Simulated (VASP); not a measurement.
Consider the following.

```
AsB
1.0
    0.00000     2.38882     2.38882
    2.38882     0.00000     2.38882
    2.38882     2.38882     0.00000
B As
1 1
Direct
  0.25000   0.25000   0.25000
  0.00000   0.00000   0.00000
```

These are PBEsol GGA, VASP's PBE PAW potentials (set 64) (plane waves; VASP) values and carry that method's errors. Settings: 520 eV cut-off, Gaussian smearing of 0.050 eV, potentials B As.

### Question
Give the energies of bands 2 to 7 at the high-symmetry points, in eV from the valence-band maximum.

### Answer

| band | Γ | X | U | L | W |
|---|---|---|---|---|---|
| 2 | 0.00 | -8.53 | -8.14 | -8.83 | -8.05 |
| 3 | 0.00 | -4.10 | -6.01 | -1.83 | -5.55 |
| 4 | 0.00 | -4.10 | -3.51 | -1.83 | -5.25 |
| 5 | 3.24 | 1.31 | 1.94 | 2.65 | 5.16 |
| 6 | 3.24 | 1.34 | 5.47 | 4.73 | 5.90 |
| 7 | 3.24 | 11.34 | 9.18 | 4.73 | 6.67 |

The gap is indirect, 1.08 eV, from the valence maximum at Γ to the conduction minimum at Γ-X at 0.79.

The structure comes from a computed database's BAs entry (F-43m); how it stands against other phases isn't given here. It was relaxed first.
